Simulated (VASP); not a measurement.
Given:

```xyz
63
Lattice="10.9371 0.0000 0.0000 0.0000 10.9371 0.0000 0.0000 0.0000 10.9371" Properties=species:S:1:pos:R:3 pbc="T T T"
Si     5.4711    10.9277    10.9250
Si     6.8351     1.3691     1.3676
Si     8.2007     2.7425     0.0089
Si     9.5573     4.1164     1.3755
Si     8.2010     0.0104     2.7405
Si     9.5568     1.3779     4.1150
Si     0.0005     0.0048     0.0041
Si     1.3506     1.3861     1.3848
Si     2.7343     2.7331     0.0159
Si     4.1101     4.1255     1.3857
Si     5.4647     5.4778    10.9368
Si     6.8188     6.8548     1.3683
Si     8.2063     8.2047     0.0025
Si     9.5646     9.5796     1.3736
Si     2.7357     0.0171     2.7305
Si     4.1089     1.3861     4.1262
Si     5.4212     2.6858     2.6873
Si     8.2086     5.5103     2.6950
Si     9.5443     6.8310     4.1111
Si     5.4639     0.0003     5.4778
Si     6.8181     1.3692     6.8547
Si     8.2067     2.6956     5.5095
Si     9.5442     4.1111     6.8292
Si     8.2069     0.0034     8.2034
Si     9.5645     1.3747     9.5791
Si     0.0052     5.4570    10.9271
Si     1.3427     6.8372     1.3671
Si     2.7232     8.2056     0.0071
Si     4.0944     9.5916     1.3633
Si    10.9141     2.7501     2.7485
Si     1.3588     4.1062     4.1037
Si     2.7143     5.4792     2.7312
Si     4.0746     6.8694     4.0497
Si     5.4558     8.2292     2.7286
Si     6.8319     9.5793     4.1036
Si     0.0062    10.9295     5.4544
Si     1.3430     1.3690     6.8355
Si     2.7140     2.7340     5.4775
Si     4.0750     4.0511     6.8688
Si     6.8814     6.8794     6.8772
Si     8.2061     8.2228     5.4753
Si     9.5765     9.5875     6.8351
Si     2.7230     0.0082     8.2041
Si     4.0923     1.3655     9.5909
Si     5.4548     2.7293     8.2292
Si     6.8321     4.1053     9.5773
Si     8.2063     5.4770     8.2197
Si     9.5749     6.8374     9.5858
Si    10.9206     8.1995     2.7357
Si     1.3773     9.5634     4.1012
Si    10.9205     5.4657     5.4647
Si     1.3508     6.8350     6.8340
Si     2.7347     8.1918     5.4784
Si     4.0888     9.5752     6.8392
Si    10.9214     2.7374     8.1987
Si     1.3780     4.1046     9.5618
Si     2.7361     5.4811     8.1903
Si     4.0892     6.8397     9.5754
Si     5.4465     8.2036     8.2034
Si     6.8420     9.5648     9.5631
Si    10.9305     8.2060     8.2053
Si     1.3633     9.5745     9.5731
Sb     5.7823     5.1624     5.1608
```

All values below come from HSE06 screened hybrid, VASP's PBE PAW potentials (set 64) (plane waves; VASP 6.6.1). Numerical set-up: PREC = Normal, LREAL = Auto, ISYM = 0, EDIFF = 1E-5, 400 eV cut-off, 1×1×1 Γ-centred mesh, Gaussian smearing of 0.050 eV, potentials Si Sb. Starting moments (MAGMOM): 63*0.0159. The cell's moment is fixed (NUPDOWN = 1).

The supercell is sampled at Γ alone, which is coarse: total energies, pressure and levels can be off, energies of defects by several tenths of an eV.

Question: What does the run give for the cell moment, energy per atom (σ→0), largest force?

Answer: 
```yaml
cell_moment: 1.00 μB
energy per atom (σ→0): -6.133 eV/atom
largest_force: 0.640 eV/Å
```

Question: Give the moment on each site (PAW-sphere projection).

Answer: 
```tsv
site	moment (μB)
Si1	-0.02
Si2	0.00
Si3	0.00
Si4	0.00
Si5	0.00
Si6	0.00
Si7	0.00
Si8	0.00
Si9	-0.01
Si10	0.01
Si11	0.00
Si12	0.01
Si13	0.02
Si14	0.00
Si15	-0.01
Si16	0.01
Si17	-0.18
Si18	0.21
Si19	0.00
Si20	0.00
Si21	0.01
Si22	0.21
Si23	0.00
Si24	0.02
Si25	0.00
Si26	0.02
Si27	0.00
Si28	0.00
Si29	0.00
Si30	0.00
Si31	0.00
Si32	0.00
Si33	0.03
Si34	0.00
Si35	0.00
Si36	0.02
Si37	0.00
Si38	0.00
Si39	0.03
Si40	-0.02
Si41	0.00
Si42	0.00
Si43	0.00
Si44	0.00
Si45	0.00
Si46	0.00
Si47	0.00
Si48	0.00
Si49	0.01
Si50	0.01
Si51	0.00
Si52	0.00
Si53	0.01
Si54	0.00
Si55	0.01
Si56	0.01
Si57	0.01
Si58	0.00
Si59	-0.01
Si60	0.00
Si61	0.00
Si62	0.00
Sb63	0.02
```

The absolute energy has meaning only against runs of the same code, potentials and settings.

The cell is a supercell with a defect, built from Si (diamond): Sb_Si-vac_Si. The cell's shape comes from a PBE relaxation.
